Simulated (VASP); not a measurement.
The system is Cu.

```
Cu
1.0
     0.00000    1.81701    1.81701
     1.81701    0.00000    1.81701
     1.81701    1.81701    0.00000
Cu
1
Direct
  0.00000 0.00000 0.00000
```

Base run:

- Program: VASP 6.6.1
- Functional: PBE
- Potentials or basis: VASP PAW PBE potentials, release 64 (Cu)
- Cutoff: 600 eV
- k mesh: 21 × 21 × 21
- Occupations: methfessel-paxton, width 0.1 eV
- Spin: no spin polarisation

Its results: band gap on the k mesh none (metal or under the smearing width); pressure 0.0 GPa.

**Question.** The run is repeated on the same cell with these changes: functional from PBE to PBEsol. What comes out?

**Answer.** Band gap on the k mesh none (metal or under the smearing width); pressure -7.9 GPa.

PBEsol binds more tightly than PBE, so the same cell stands under less pressure.

Caveats: the PAW data sets were made with another functional, which shifts forces and pressure a little (some runs).
